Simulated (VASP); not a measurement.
**MgW under changes of volume**

One of the cells (33.232 Å³/atom); the others are scaled copies at fixed shape and fractional positions:

```xyz
4
Lattice="4.7110 0.0000 0.0000 0.0000 5.6975 0.0000 -0.0285 0.0000 4.9525" Properties=species:S:1:pos:R:3 pbc="T T T"
W    -0.0071    1.0369    1.2381
W    -0.0214    4.6605    3.7144
Mg    2.3484    3.8743    1.2381
Mg    2.3341    1.8232    3.7144
```

| Item | Value |
| --- | --- |
| Program | VASP 6.6.1 |
| Functional | PBE |
| Potentials or basis | VASP PAW PBE potentials, release 64 (W_sv, Mg) |
| Cutoff | 520 eV |
| k mesh | 6 × 5 × 6 |
| Occupations | fermi-dirac, width 0.05 eV |
| Spin | no spin polarisation |

| volume (Å³/atom) | energy over the lowest point (meV/atom) | pressure (GPa) | largest force (eV/Å) |
| --- | --- | --- | --- |
| 30.626 | 0.00 | -21.4 | 2.855 |
| 31.277 | 86.54 | -21.1 | 2.843 |
| 31.929 | 172.16 | -20.9 | 2.829 |
| 33.232 | ? | ? | ? |
| 33.884 | 422.56 | -20.1 | 2.771 |
| 34.536 | 503.65 | -19.7 | 2.748 |

Problem. What does the run at 33.232 Å³/atom give?

Solution. Energy over the lowest point 340.24 meV/atom; pressure -20.4 GPa; largest force 2.793 eV/Å.

Worked out: A Birch-Murnaghan fit of order 3 (a polynomial in V^(-2/3)) to the other rows has no minimum within the range. It gives 340.21 meV/atom at 33.232 Å³/atom, against the run's 340.24, and -dE/dV = -20.4 GPa, against -20.4.

Energies are extrapolated to zero smearing.

Caveats: forces of over 1 eV/Å show positions far from the minimum, so gaps and moduli don't describe the material at rest.
